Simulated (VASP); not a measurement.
The input files of a VASP run:

KPOINTS:
```
Automatic mesh
0
Gamma
10 10 6
0 0 0
```

**POSCAR**
```
Hf
1
    1.6269000000    -2.8178730000     0.0000000000
    1.6269000000     2.8178730000     0.0000000000
    0.0000000000     0.0000000000     5.1510000000
Hf
2
Direct
  0.3333330000   0.6666670000   0.2500000000
  0.6666670000   0.3333330000   0.7500000000
```

**INCAR**
```
SYSTEM = Hf
PREC = Accurate
ENCUT = 400
EDIFF = 1E-6
NELM = 100
ALGO = Normal
LREAL = .FALSE.
LASPH = .TRUE.
ISMEAR = 1
SIGMA = 0.1
GGA = PE
LMAXMIX = 6
LWAVE = .FALSE.
LCHARG = .FALSE.
ISIF = 2
IBRION = 0
NSW = 3
TEBEG = 300
```

POTCAR, in this order: Hf_pv (PBE.64 set). Program: vasp_std.

Question: Does this input run properly? What does VASP do?

Answer: There is a fault: molecular dynamics (IBRION = 0) was asked for without POTIM. VASP stops with an error: Fatal error! IBRION=0, but no entry for POTIM on file INCAR. MUST be specified! ----> I REFUSE TO CONTINUE WITH THIS SICK JOB ... BYE!!! <----

**standard output**
```
 POSCAR found type information on POSCAR Hf
 POSCAR found :  1 types and       2 ions
 Reading from existing POTCAR

 -----------------------------------------------------------------------------
|                                                                             |
|     EEEEEEE  RRRRRR   RRRRRR   OOOOOOO  RRRRRR      ###     ###     ###     |
|     E        R     R  R     R  O     O  R     R     ###     ###     ###     |
|     E        R     R  R     R  O     O  R     R     ###     ###     ###     |
|     EEEEE    RRRRRR   RRRRRR   O     O  RRRRRR       #       #       #      |
|     E        R   R    R   R    O     O  R   R                               |
|     E        R    R   R    R   O     O  R    R      ###     ###     ###     |
|     EEEEEEE  R     R  R     R  OOOOOOO  R     R     ###     ###     ###     |
|                                                                             |
|     Fatal error! IBRION=0, but no entry for POTIM on file INCAR. MUST       |
|     be specified!                                                           |
|                                                                             |
|       ---->  I REFUSE TO CONTINUE WITH THIS SICK JOB ... BYE!!! <----       |
|                                                                             |
 -----------------------------------------------------------------------------
```

To mend it, set POTIM to the time step in fs (1 to 2 fs suits most solids). The plain static run on this cell (PBE GGA, plane waves, VASP's PBE PAW potentials (set 64)) converges, and its OSZICAR ends with
```
   1 F= -.19807142E+02 E0= -.19806698E+02  d E =-.133316E-02
```

The compound is Hf in the hcp structure. The cell was not relaxed at this level.
